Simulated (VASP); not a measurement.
Consider the following.

```xyz
4
Lattice="4.3964 0.0000 0.0000 0.0000 4.3964 0.0000 0.0000 0.0000 6.2254" Properties=species:S:1:pos:R:3 pbc="T T T"
Zn     2.1982     2.1982     3.1127
Hg     0.0000     0.0000     0.0000
Te     0.0000     2.1982     1.6938
Te     2.1982     0.0000     4.5315
```

All values below come from LDA (Ceperley-Alder, Perdew-Zunger), VASP's LDA PAW potentials (set 64) (plane waves; VASP). Numerical set-up: 400 eV cut-off, 6×6×4 Γ-centred mesh, tetrahedra with Blöchl corrections, potentials Zn Hg Te.

The cores are frozen, which limits the accuracy of field gradients.

Task: Give the principal components of the electric field gradient (V/Å²) and the asymmetry η at each nucleus.

Result: 
```csv
atom,Vxx,Vyy,Vzz,η
Zn1,-6.3,-6.3,12.6,0.00
Hg2,25.1,25.1,-50.1,0.00
Te3,21.0,13.7,-34.7,0.21
Te4,21.0,13.7,-34.7,0.21
```

The structure comes from a computed database's ZnHgTe2 entry (P-4m2); how it stands against other phases isn't given here. It was relaxed first, which changed the volume by -6 %.
